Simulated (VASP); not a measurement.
An input for Ansatz (written as the equivalent of a VASP run, and not itself run):

Ansatz 0.2 input:
```yaml
crystal:
  lattice:
    - [6.2409212, 0.0000000, 0.0000000]
    - [0.0000000, 6.2409212, 0.0000000]
    - [0.0000000, 0.0000000, 6.2409212]
  atoms:
    - { symbol: Cs, position: [0.0000000, 0.0000000, 0.0000000] }
    - { symbol: Sn, position: [0.5000000, 0.5000000, 0.5000000] }
    - { symbol: I, position: [0.5000000, 0.0000000, 0.5000000] }
    - { symbol: I, position: [0.0000000, 0.5000000, 0.5000000] }
    - { symbol: I, position: [0.5000000, 0.5000000, 0.0000000] }
kpoints:
  mp_grid: { grid: [3, 3, 3] }
hamiltonian:
  xc: r2scan
  pseudopotentials: { kind: paw }
scf:
  occupations: { method: gaussian, width: 0.05 }
  max_iter: 100
relax:
  max_steps: 60
  f_tol: 0.02
  cell: {}
output: { forces: true, stress: true, eigenvalues: true }
```

Problem. Write the VASP files for the same calculation (r2SCAN).

Solution. One answer among several that fit: 
INCAR:
```
# general
SYSTEM  = CsSnI3
PREC    = Accurate
ENCUT   = 400   # plane-wave cut-off (eV)
LREAL   = .FALSE.
LASPH   = .TRUE.   # aspherical one-centre terms

# electronic loop
EDIFF   = 1E-6   # SCF stop (eV)
NELM    = 100   # most electronic steps
ALGO    = Normal
LMAXMIX = 4   # l cut-off of mixed one-centre charges
LMIXTAU = .TRUE.

# smearing
ISMEAR  = 0
SIGMA   = 0.05

# functional
METAGGA = R2SCAN

# ions
IBRION  = 2   # conjugate gradients
NSW     = 60   # most ionic steps
ISIF    = 3   # ions, shape and volume
EDIFFG  = -0.02   # ionic stop

# output
LWAVE   = .FALSE.
LCHARG  = .FALSE.
```

POSCAR:
```
CsSnI3
1.0
  6.2409212463   0.0000000000   0.0000000000
  0.0000000000   6.2409212463   0.0000000000
  0.0000000000   0.0000000000   6.2409212463
Cs Sn I
1 1 3
Direct
  0.0000000000   0.0000000000   0.0000000000
  0.5000000000   0.5000000000   0.5000000000
  0.5000000000   0.0000000000   0.5000000000
  0.0000000000   0.5000000000   0.5000000000
  0.5000000000   0.5000000000   0.0000000000
```

File KPOINTS:
```
Automatic mesh
0
Gamma
3 3 3
0 0 0
```

POTCAR, in this order: Cs_sv Sn_d I (PBE.64 set). Program: vasp_std.

The two are equivalent in intent, not identical: each code has its own PAW files, so the cut-off isn't converted (ENCUT is set for VASP's; basis.ecutwfc is left out, and Ansatz then takes the one that its files recommend); Ansatz stops its SCF on the density residual and VASP on the energy change (EDIFF).

The compound is CsSnI3 in the cubic perovskite structure, the ideal cubic form; the compound distorts at low or room temperature. This run relaxes it. Symmetry was kept, so distortions that lower it aren't found. The start is the result of an earlier pass.
